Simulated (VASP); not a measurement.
Data:

```
C
1.0
    1.20559    -2.08815     0.00000
    1.20559     2.08815     0.00000
    0.00000     0.00000     7.04612
C
4
Direct
  0.00000   0.00000   0.25000
  0.00000   0.00000   0.75000
  0.33333   0.66667   0.25000
  0.66667   0.33333   0.75000
```

Method: PBEsol GGA, VASP's PBE PAW potentials (set 64) (plane waves; VASP 6.6.1). Run with 520 eV cut-off, 10×10×3 Γ-centred mesh, Gaussian smearing of 0.050 eV, potentials C.

Without a dispersion term in the relaxation, distances and binding between the weakly bound layers, chains or molecules are unreliable, and so is what depends on them.

Problem. The ions and cell shape at fixed volume are relaxed. Which structure does the run end with?

Solution. 
```
C
1.0
    1.22919    -2.12902     0.00000
    1.22919     2.12902     0.00000
    0.00000     0.00000     6.77819
C
4
Direct
  0.00000   0.00000   0.25000
  0.00000   0.00000   0.75000
  0.33333   0.66667   0.25000
  0.66667   0.33333   0.75000
```
Space group P6_3/mmc (194), at a tolerance of 0.03 Å.

Problem. How much energy does the relaxation gain?

Solution. The energy (σ→0) changes by -27.8 meV/atom, in 3 ionic steps.

The compound is C in the graphite structure. This cell is one point of a volume scan, at 0.94 of the reference volume. Symmetry was kept, so distortions that lower it aren't found.
